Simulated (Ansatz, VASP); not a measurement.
# Cross-check of Bi2Te9O21 between VASP and Ansatz

Aim: how closely do two programs agree when they are given the same cell, functional and k mesh? The structure shown is frame 162 of Ansatz's trajectory.

Program: Ansatz 0.2.0. Level of theory: plane waves, with VASP 6.6.1 beside it; single point at PBE with D3(BJ). Results are calculated unless marked as measured.

### Step 1. The structure

The cell holds 96 atoms: 6 Bi, 63 O and 27 Te. Cell: a = 11.745 Å, b = 11.745 Å, c = 11.745 Å, α = 90.0°, β = 90.0°, γ = 90.0°. As first built, before any earlier steps moved the atoms (in the runner's words): 96 atoms (6 Bi, 63 O, 27 Te) packed at random in a cube at 5.85 g/cm^3 and pushed apart as soft spheres, cations and anions kept from their own kind; a start for melting by ab initio MD, not an equilibrated structure. The density is a measured one.

### Step 2. Ansatz: dynamics, PBE with D3(BJ)

Ansatz runs on its default PAW (the set named soft_2) files.

One frame of this run of dynamics is then solved in both programs, so the motion causes no difference.

Input file input.yaml:

```yaml
crystal:
  lattice:
    - [11.7445, 0.0, 0.0]
    - [0.0, 11.7445, 0.0]
    - [0.0, 0.0, 11.7445]
  atoms:
    - { symbol: Bi, position: [0.5327, 0.8525, 0.86928] }
    - { symbol: Bi, position: [0.9797, 0.77432, 0.40105] }
    - { symbol: Bi, position: [0.29614, 0.22782, 0.0049] }
    - { symbol: Bi, position: [0.22617, 0.72326, 0.07561] }
    - { symbol: Bi, position: [0.80518, 0.28293, 0.28317] }
    - { symbol: Bi, position: [0.15664, 0.53912, 0.63986] }
    - { symbol: O, position: [0.27631, 0.36751, 0.7272] }
    - { symbol: O, position: [0.17052, 0.49996, 0.14906] }
    - { symbol: O, position: [0.59042, 0.56632, 0.66308] }
    - { symbol: O, position: [0.68044, 0.84719, 0.02251] }
    - { symbol: O, position: [0.62966, 0.00218, 0.16503] }
    - { symbol: O, position: [0.56142, 0.31004, 0.62829] }
    - { symbol: O, position: [0.23874, 0.96047, 0.00427] }
    - { symbol: O, position: [0.35802, 0.98923, 0.84963] }
    - { symbol: O, position: [0.64279, 0.11045, 0.90717] }
    - { symbol: O, position: [0.0806, 0.79384, 0.9807] }
    - { symbol: O, position: [0.72539, 0.18257, 0.46313] }
    - { symbol: O, position: [0.11572, 0.18673, 0.61222] }
    - { symbol: O, position: [0.77385, 0.96321, 0.35764] }
    - { symbol: O, position: [0.14562, 0.28735, 0.90013] }
    - { symbol: O, position: [0.52425, 0.56189, 0.44777] }
    - { symbol: O, position: [0.07542, 0.07659, 0.34206] }
    - { symbol: O, position: [0.38558, 0.15695, 0.74562] }
    - { symbol: O, position: [0.64169, 0.33292, 0.23161] }
    - { symbol: O, position: [0.67692, 0.84274, 0.5013] }
    - { symbol: O, position: [0.66093, 0.9208, 0.76547] }
    - { symbol: O, position: [0.57081, 0.73671, 0.24663] }
    - { symbol: O, position: [0.76727, 0.55147, 0.4992] }
    - { symbol: O, position: [0.80232, 0.77152, 0.17739] }
    - { symbol: O, position: [0.12905, 0.70483, 0.27209] }
[... 60 atom lines left out ...]
    - { symbol: Te, position: [0.61827, 0.49397, 0.18164] }
    - { symbol: Te, position: [0.18497, 0.42734, 0.31936] }
    - { symbol: Te, position: [0.47953, 0.77736, 0.59116] }
    - { symbol: Te, position: [0.75611, 0.34745, 0.55821] }
    - { symbol: Te, position: [0.87661, 0.71065, 0.86784] }
    - { symbol: Te, position: [0.56394, 0.20969, 0.79353] }
kpoints:
  mp_grid: { grid: [1, 1, 1] }
hamiltonian:
  xc: pbe
  dispersion: d3bj
scf:
  occupations: { method: fermi_dirac, width: 0.155 }
output:
  forces: true
md:
  timestep: 2
  n_steps: 380
  ensemble: nvt_langevin
  temperature: 1800
  initial_velocities: maxwell_boltzmann
  seed: 5143
```

The run is started by

```
$ ansatz run input.yaml --threads 32 --pin off --max-ram 92160MiB --backend cuda --events-out ev --progress --plain --runs-dir out --max-vram 78GiB
```

Numbers of over 12 decimals in the logs are rounded to 6 here.

The program printed:

```text
Warning: md: disabling space-group detection — thermal motion breaks the input geometry's symmetry, so no spatial operation reduces the k-mesh or symmetrises the density; time reversal is kept, so that k and −k are solved as one point where they differ and the mesh holds both, and exact exchange and, on two spinor components, a DFT+U term hold to it where the run has them: on two components no moment then forms, and  [...]
band count auto-derived: 557 (N_el = 900.0; filled up to band 450; 546 by the electrons, moments and atoms)
Engine: ansatz 0.2.0, aarch64-unknown-linux-gnu
Pseudopotentials: kind: paw
Pseudopotential: Bi, paw, valence charge 15, recommended cutoff 420 eV (normal), Bi.paw.azcp
Pseudopotential: O, paw, valence charge 6, recommended cutoff 420 eV (normal), O.paw.azcp
Pseudopotential: Te, paw, valence charge 16, recommended cutoff 420 eV (normal), Te.paw.azcp
Functional definition: PBE
  parameter kappa = 0.804
  parameter beta = 0.066725
  exchange = pbe_x(kappa = kappa, mu = beta*pi^2/3)
  correlation = pbe_c(beta = beta)
[...]
Crystal: 96 atoms, lattice volume = 1619.957 Å³
Basis set: ecut = 420 eV, 31559 PW (Γ), exchange–correlation on 160×160×160 points (8 copies of the dense FFT grid, shifted against one another)
Bands: 557, of which v1, the nominal top of the filled ones, is band 450 counted from 1 (449 counted from 0)
Symmetry: 1 space group operations
k-points: 1
Non-local potential: Bi, projectors of the file, l = 0: 2, l = 1: 2, l = 2: 2, l = 3: 2
Non-local potential: O, projectors of the file, l = 0: 2, l = 1: 2, l = 2: 1
Non-local potential: Te, projectors of the file, l = 0: 2, l = 1: 2, l = 2: 2, l = 3: 2
PAW form: soft (Blöchl's): semilocal exchange-correlation on the pseudo side does not see the compensation charge
PAW one-centre angular grid: Bi, 590 points (default); XC on 64 Gauss nodes
PAW one-centre angular grid: O, 110 points (default); XC on 64 Gauss nodes
PAW one-centre angular grid: Te, 590 points (default); XC on 64 Gauss nodes
Initial density: superposition of atomic densities (neutral atoms: chi_scale 0, normalization atom), corrected by the library's trained network
Initial wavefunctions: pseudopotential atomic-orbital guess
[...]
Functional: x = pbe(κ = 0.804, μ = 0.219515), c = pbe(β = 0.066725)
SCF iter   1: F=—  HF=-298412.847566 eV  |F-HF|=—  |Δ(HF+E_count)|=         —  Δρ=1.49e-2  dr2=7.13e0  ethr=1.77e-3  ⟨swp⟩=6.0  Hψ=2240  notcnv=0  defer=9
preconditioner: auto → LDOS  [metal: Δε(μ)=0.027 eV  Ē_g=11.446 eV  σ=0.155 eV  W_gap=0.04  n_scr=436 (ndim 8)  ℏωp=23.1 eV  f_vac=0.065  D(μ)=79.85/eV (n_scr^D=738)  β→1.0]
SCF iter   2: F=—  HF=-298412.602483 eV  |F-HF|=—  |Δ(HF+E_count)|=   2.45e-1  Δρ=5.76e-3  dr2=3.62e-1  ethr=7.92e-4  ⟨swp⟩=1.0  Hψ=641  notcnv=0  defer=15
[...]
SCF iter  11: F=-298412.580400 eV  HF=-298412.580400 eV  |F-HF|=3.86e-8  |Δ(HF+E_count)|=   2.85e-8  Δρ=1.67e-6  dr2=5.09e-8  ethr=1.07e-11  ⟨swp⟩=4.0  Hψ=1595  notcnv=0
SCF 1 converged in 11 iterations: F = -298412.580400 eV  dr2 = 5.09e-8
  greatest PAW one-centre occupation: 0.998 electrons in one spin orbital (limit 2), on the Te atom at site 90 (counted from 0), in its partial waves of l = 2
md step     0: t =     0.00 fs  T =  1781.2 K  F+E_penalty+E_count = -298412.58040010 eV  E_kin = 22.103460 eV  (11 SCF iters)
[... from here on, the SCF cycles and remarks between the steps are left out ...]
md step    24: t =    48.00 fs  T =  4053.5 K  F+E_penalty+E_count = -298454.87950062 eV  E_kin = 50.299644 eV  (10 SCF iters, 3 dispersion substeps)
md step    52: t =   104.00 fs  T =  3362.3 K  F+E_penalty+E_count = -298468.78456402 eV  E_kin = 41.722453 eV  (9 SCF iters, 3 dispersion substeps)
md step    80: t =   160.00 fs  T =  2996.6 K  F+E_penalty+E_count = -298482.42744767 eV  E_kin = 37.184528 eV  (17 SCF iters, 3 dispersion substeps)
md step   108: t =   216.00 fs  T =  2433.2 K  F+E_penalty+E_count = -298485.46035715 eV  E_kin = 30.193092 eV  (14 SCF iters, 3 dispersion substeps)
md step   136: t =   272.00 fs  T =  2254.3 K  F+E_penalty+E_count = -298489.98006213 eV  E_kin = 27.974085 eV  (13 SCF iters, 3 dispersion substeps)
md step   164: t =   328.00 fs  T =  2390.2 K  F+E_penalty+E_count = -298491.21025503 eV  E_kin = 29.659417 eV  (14 SCF iters, 3 dispersion substeps)
md step   192: t =   384.00 fs  T =  2453.2 K  F+E_penalty+E_count = -298494.05751136 eV  E_kin = 30.441525 eV  (16 SCF iters, 3 dispersion substeps)
md step   220: t =   440.00 fs  T =  2131.5 K  F+E_penalty+E_count = -298497.22166672 eV  E_kin = 26.450304 eV  (13 SCF iters, 3 dispersion substeps)
md step   248: t =   496.00 fs  T =  2159.1 K  F+E_penalty+E_count = -298500.80078609 eV  E_kin = 26.792655 eV  (12 SCF iters, 3 dispersion substeps)
md step   276: t =   552.00 fs  T =  1679.6 K  F+E_penalty+E_count = -298503.90733170 eV  E_kin = 20.842105 eV  (14 SCF iters, 3 dispersion substeps)
md step   304: t =   608.00 fs  T =  1659.0 K  F+E_penalty+E_count = -298504.71879233 eV  E_kin = 20.586015 eV  (11 SCF iters, 3 dispersion substeps)
md step   308: t =   616.00 fs  T =  1740.3 K  F+E_penalty+E_count = -298506.00087456 eV  E_kin = 21.595069 eV  (13 SCF iters, 3 dispersion substeps)
md step   312: t =   624.00 fs  T =  1739.4 K  F+E_penalty+E_count = -298505.54672753 eV  E_kin = 21.584362 eV  (14 SCF iters, 3 dispersion substeps)
md step   316: t =   632.00 fs  T =  1911.7 K  F+E_penalty+E_count = -298505.93700245 eV  E_kin = 23.722492 eV  (13 SCF iters, 3 dispersion substeps)
md step   320: t =   640.00 fs  T =  2137.6 K  F+E_penalty+E_count = -298506.81061972 eV  E_kin = 26.525963 eV  (15 SCF iters, 3 dispersion substeps)
md step   324: t =   648.00 fs  T =  2036.9 K  F+E_penalty+E_count = -298505.01542096 eV  E_kin = 25.275988 eV  (14 SCF iters, 3 dispersion substeps)
md step   328: t =   656.00 fs  T =  1923.7 K  F+E_penalty+E_count = -298505.10363391 eV  E_kin = 23.870844 eV  (16 SCF iters, 3 dispersion substeps)
md step   332: t =   664.00 fs  T =  1857.9 K  F+E_penalty+E_count = -298505.96008116 eV  E_kin = 23.054963 eV  (15 SCF iters, 3 dispersion substeps)
md step   336: t =   672.00 fs  T =  1934.5 K  F+E_penalty+E_count = -298506.29423348 eV  E_kin = 24.004811 eV  (11 SCF iters, 3 dispersion substeps)
md step   340: t =   680.00 fs  T =  1973.8 K  F+E_penalty+E_count = -298507.06384571 eV  E_kin = 24.493420 eV  (17 SCF iters, 3 dispersion substeps)
md step   344: t =   688.00 fs  T =  2110.7 K  F+E_penalty+E_count = -298508.62422100 eV  E_kin = 26.191470 eV  (12 SCF iters, 3 dispersion substeps)
md step   348: t =   696.00 fs  T =  1978.2 K  F+E_penalty+E_count = -298506.43791362 eV  E_kin = 24.547837 eV  (13 SCF iters, 3 dispersion substeps)
md step   352: t =   704.00 fs  T =  1881.0 K  F+E_penalty+E_count = -298505.33641793 eV  E_kin = 23.340667 eV  (14 SCF iters, 3 dispersion substeps)
md step   356: t =   712.00 fs  T =  1692.3 K  F+E_penalty+E_count = -298504.64721829 eV  E_kin = 20.999385 eV  (14 SCF iters)
md step   360: t =   720.00 fs  T =  1889.1 K  F+E_penalty+E_count = -298506.31632801 eV  E_kin = 23.441444 eV  (20 SCF iters)
md step   364: t =   728.00 fs  T =  1806.3 K  F+E_penalty+E_count = -298505.82653135 eV  E_kin = 22.414284 eV  (13 SCF iters)
md step   368: t =   736.00 fs  T =  1857.1 K  F+E_penalty+E_count = -298505.53669845 eV  E_kin = 23.044529 eV  (14 SCF iters)
md step   372: t =   744.00 fs  T =  1988.2 K  F+E_penalty+E_count = -298508.09139051 eV  E_kin = 24.671154 eV  (14 SCF iters)
md step   376: t =   752.00 fs  T =  1918.3 K  F+E_penalty+E_count = -298507.43790842 eV  E_kin = 23.803916 eV  (14 SCF iters)
md step   379: t =   758.00 fs  T =  1826.2 K  F+E_penalty+E_count = -298506.70475068 eV  E_kin = 22.661462 eV  (14 SCF iters)
md step   380: t =   760.00 fs  T =  1904.4 K  F+E_penalty+E_count = -298506.58160175 eV  E_kin = 23.632105 eV  (18 SCF iters)
SCF converged after 18 iterations
Free energy (F): -298506.581602 eV
Harris-Foulkes:  -298506.581602 eV  (|F-HF|=3.41e-8)
Internal energy: -298505.524019 eV  (E = F + TS)
E sigma→0 (E₀):  -298506.052810 eV
Entropy (-TS):   -1.057583 eV (-11.016 meV/atom)
Fermi energy:    7.738811 eV
--- Per-component energies (eV) ---
  E_band       = -9221.781714
  E_kinetic    = 17684.535788
  E_local      = -76541.658014  (includes V_loc(G=0)·N_el)
  E_nonlocal   = -1963.233320
  E_hartree    = 37695.269904
  E_xc         = -8896.242728
  E_vxc        = -9583.696087  (∫ρ·V_xc dr)
  E_paw        = -199806.331734  (= ΣΔE_a)
  E_vpaw       = -14208.413371  (= ΣTr[D̂ρ^β])
  E_aug_tail   = 0.142121  (compensation charges beyond the density's cutoff)
  E_ewald      = -66658.443531
  E_disp       = -19.562506  (pairwise vdW)
  E_smearing   = -1.057583  (= −TS)
  E_closure    = -0.000000  (closes the sum)
  Σ components = -298506.581602   (vs F -298506.581602, Δ=0.00e0)
--- Forces (eV/Å), atoms counted from 1 ---
[... 96 lines of forces left out ...]
  max |Σ_I F_I| component: 1.20e-4 eV/Å
--- MD trajectory: 380 steps, t = 0.0 → 760.0 fs ---
  final state: T = 1904.4 K   F+E_penalty+E_count = -298506.58160175 eV   E_kin = 23.632105 eV
```

### Step 3. VASP: single point, PBE with D3(BJ)

The same cell, functional, mesh and smearing now go to VASP, with its own data sets.

Lines of VASP's logs that name or quote its potential files are left out, and so is its time.

Input file INCAR:

```
SYSTEM = Bi2Te9O21
PREC = Accurate
ENCUT = 520
EDIFF = 1E-06
NELM = 120
ISMEAR = -1
SIGMA = 0.155
LREAL = Auto
ALGO = Normal
GGA = PE
IVDW = 12
NBANDS = 384
LORBIT = 11
LWAVE = .FALSE.
LCHARG = .FALSE.
ISIF = 2
LASPH = .TRUE.
GGA_COMPAT = .FALSE.
NCORE = 2
```

Input file POSCAR:

```
Bi2Te9O21
1.0
   11.7445000000      0.0000000000      0.0000000000
    0.0000000000     11.7445000000      0.0000000000
    0.0000000000      0.0000000000     11.7445000000
Bi O Te
6 63 27
Direct
    0.5755034271      0.8561454298      0.8692579505
    0.0275448082      0.6748690877      0.3651070714
    0.3041423645      0.2695729916      0.0258844566
    0.2662522883      0.7148878198      0.1021754864
    0.8764102346      0.2631870237      0.2545021074
    0.1791476862      0.5382093746      0.6953041849
    0.4259014858      0.5224573204      0.8638937375
    0.2194218570      0.5262037549      0.1054961897
    0.5135169654      0.5517476265      0.5759291583
    0.7758525267      0.8359657712      0.8145514922
    0.6230150283      0.9091489633      0.2704244540
    0.4835454894      0.3141044744      0.5458725361
    0.0972370046      0.9194942313      0.8480991102
    0.3258546554      0.8850951509      0.9188982077
    0.5273958023      0.2117586956      0.8894376091
    0.9826301673      0.7794286687      0.9895695858
    0.6901102644      0.2199327345      0.4110860403
    0.0810592192      0.1124781813      0.6977734259
    0.8280471710      0.0593043552      0.2841329984
    0.1961769339      0.1758269828      0.8999957427
    0.5202435182      0.7219549576      0.3088254076
    0.1258461407      0.1611818298      0.3887777257
    0.3549746690      0.2415598791      0.6885776321
    0.7275746094      0.3865639235      0.2453063136
    0.5019370769      0.7665715867      0.7464770744
    0.6312742135      0.0914896334      0.7517561412
    0.4564689855      0.6119460173      0.0998765380
    0.6543488441      0.7109710929      0.4776703989
    0.7378773043      0.7437523947      0.1834901443
    0.0945123249      0.7299587041      0.1794882711
[... 60 atom lines left out ...]
    0.6711226532      0.5432330027      0.2650602410
    0.1854485078      0.4024862702      0.4094682617
    0.4780961301      0.7252756609      0.5888713866
    0.8184256460      0.3070373366      0.5521733577
    0.8958235770      0.6813402018      0.8534207501
    0.5088339223      0.1856188003      0.7187194006
```

Input file KPOINTS:

```
Automatic mesh
0
Gamma
1 1 1
0 0 0
```

Potentials, in the order of the species: Bi_d, O and Te (PBE family, release 64).

The run is started by

```
$ mpirun -np 8 vasp_gam
```

The program printed:

```text
[banner, memory and clock lines left out]
running    8 mpi-ranks, on    1 nodes
[...]
LDA part: xc-table for (Slater+PW92), standard interpolation
 POSCAR, INCAR and KPOINTS ok, starting setup
[...]
entering main loop
       N       E                     dE             d eps       ncg     rms          rms(c)
DAV:   1     0.759813093564E+04    0.75981E+04   -0.33864E+05   768   0.170E+03
DAV:   2     0.587435486674E+03   -0.70107E+04   -0.67103E+04   880   0.425E+02
DAV:   3    -0.503134151574E+03   -0.10906E+04   -0.10377E+04   888   0.184E+02
DAV:   4    -0.592028244626E+03   -0.88894E+02   -0.86888E+02  1008   0.551E+01
[...]
DAV:  28    -0.464193196839E+03   -0.17055E-05   -0.14721E-05   592   0.386E-03    0.175E-02
DAV:  29    -0.464193195504E+03    0.13348E-05   -0.69005E-06   496   0.237E-03    0.380E-03
DAV:  30    -0.464193195567E+03   -0.63214E-07   -0.54315E-07   432   0.111E-03
   1 F= -.48383976E+03 E0= -.48296286E+03  d E =-.175380E+01
```

From OUTCAR (step 3):

```text
 Edisp (eV)  -19.64656

  Total      42.03122    41.98872    25.06759   -12.64752   -17.51813    -1.87958
  in kB      41.56990    41.52787    24.79245   -12.50871   -17.32585    -1.85895
  external pressure =       35.96 kB  Pullay stress =        0.00 kB

 POSITION                                       TOTAL-FORCE (eV/Angst)
 -----------------------------------------------------------------------------------
      6.75900     10.05500     10.20900         0.575339      4.177300     -0.956451
      0.32350      7.92600      4.28800         1.325148     -0.159549      1.448435
      3.57200      3.16600      0.30400        -0.083428     -0.066142     -1.096024
      3.12700      8.39600      1.20000         0.048864     -1.827236      1.198948
     10.29300      3.09100      2.98900        -1.633643     -3.686777      0.305917
      2.10400      6.32100      8.16600        -2.003635      1.798733      0.481824
      5.00200      6.13600     10.14600        -1.176308      4.498986     -5.277815
      2.57700      6.18000      1.23900        -0.318816      1.242700      0.238734
[...]
4.58700     11.10100      5.71100        -1.741623     -2.470485      0.781563
      3.57000      2.65900      3.33600         1.972757      0.238048      0.444950
      0.35900      5.67300      2.66600         5.182890      0.114734      3.031841
      9.32500     11.06500      7.25000         0.872655     -0.035883      1.589466
      0.77950      6.51200     10.25850        -0.467249      0.175787      0.714966
[...]
-----------------------------------------------------------------------------------
    total drift:                                0.041506     -0.032179     -0.013400

  FREE ENERGIE OF THE ION-ELECTRON SYSTEM (eV)
  ---------------------------------------------------
  free  energy   TOTEN  =      -483.8397556298 eV

  energy  without entropy=     -482.0859598312  energy(sigma->0) =     -482.96285773

[... 3 further parts left out ...]
[key lines of the parts left out:]
E-fermi :   4.6761
```

The run ends at a pressure of 3.60 GPa, with forces up to 7.0 eV/Å.

### Step 4. Differences

Known differences besides the potentials themselves: the data sets hold 900 valence electrons in Ansatz (on its default PAW (the set named soft_2) files) and 630 in VASP; the cutoff is 420 eV in Ansatz and 520 eV in VASP (PREC = Accurate, projectors in real space). Total energies have different zeros and are not compared.

Forces on 8 of the 96 atoms, those with the largest forces and the largest differences (eV/Å; atoms numbered as in POSCAR):

```tsv
atom	Ansatz x, y, z	VASP x, y, z
O7	-1.073, 3.573, -3.895	-1.176, 4.499, -5.278
O26	3.169, -4.237, 3.849	3.173, -4.259, 3.983
O38	4.942, 0.117, 2.963	5.183, 0.115, 3.032
O65	-0.246, -3.026, 4.250	-0.139, -3.961, 5.626
Te77	3.486, -0.787, -2.962	3.713, -0.987, -3.119
Te78	-3.563, 0.603, -4.268	-3.792, 0.584, -4.414
Te87	2.269, -2.039, -6.150	2.296, -1.978, -6.301
Te88	3.127, 1.353, -5.187	3.108, 1.342, -5.168
```

The forces differ by 154 meV/Å r.m.s., which is 9.1 % of the r.m.s. force of 1.702 eV/Å (both taken over all components).

### Step 5. Summary of results

```yaml
r_m_s_force_difference_single_point_pbe_with_d3_bj: 9.1 % of the r.m.s. force
```

**Reading.** The r.m.s. force difference is 9.1 % of the r.m.s. force (single point, PBE with D3(BJ)), beyond the 3 % picked in this series as the mark of a large difference. The data sets hold unlike numbers of valence electrons (900 in Ansatz and 630 in VASP), so part of the differences comes from the potentials. What causes the difference of the single point, PBE with D3(BJ) pair stays open here. 2 further runs of this series are not shown here. How closely two codes agree says nothing of how well the functional describes the real material.

[Lines on the potential files, build, host, timing and source positions are cut from VASP's logs without a mark.]

[Logs are printed without paths, hosts, clocks, repeated set-up lines and the standing remarks that a program may print on its own settings, such as how far it seeks lower states.]

[Hosts, paths, dates, database ids (printed as entryN), source tags and the programs' standing remarks are cut or masked in the printed files.]
